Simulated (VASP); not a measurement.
```yaml
crystal:
  lattice:
    - [0.00000, 2.82307, 2.82307]
    - [2.82307, 0.00000, 2.82307]
    - [2.82307, 2.82307, 0.00000]
  atoms:
    - { symbol: Be, position: [0.00000, 0.00000, 0.00000] }
    - { symbol: Te, position: [0.25000, 0.25000, 0.25000] }
```

Method: vdW-DF-cx, VASP's PBE PAW potentials (set 64) (plane waves; VASP). Run with 520 eV cut-off, 8×8×8 Γ-centred mesh, Gaussian smearing of 0.050 eV, potentials Be Te.

Unless said otherwise, spin-orbit coupling is left out, though it shifts the bands of the heavy elements here.

Task: What does the run give for the energy per atom (σ→0), band gap (on the k-mesh) with the smallest direct gap where there is one?

Result: 
```
Property                                     Result
-----------------------------------  --------------
band gap (on the k-mesh)                    1.95 eV
smallest direct gap (on the k-mesh)         3.67 eV
energy per atom (σ→0)                -2.701 eV/atom
```

The compound is BeTe in the zinc blende structure. It was relaxed first.
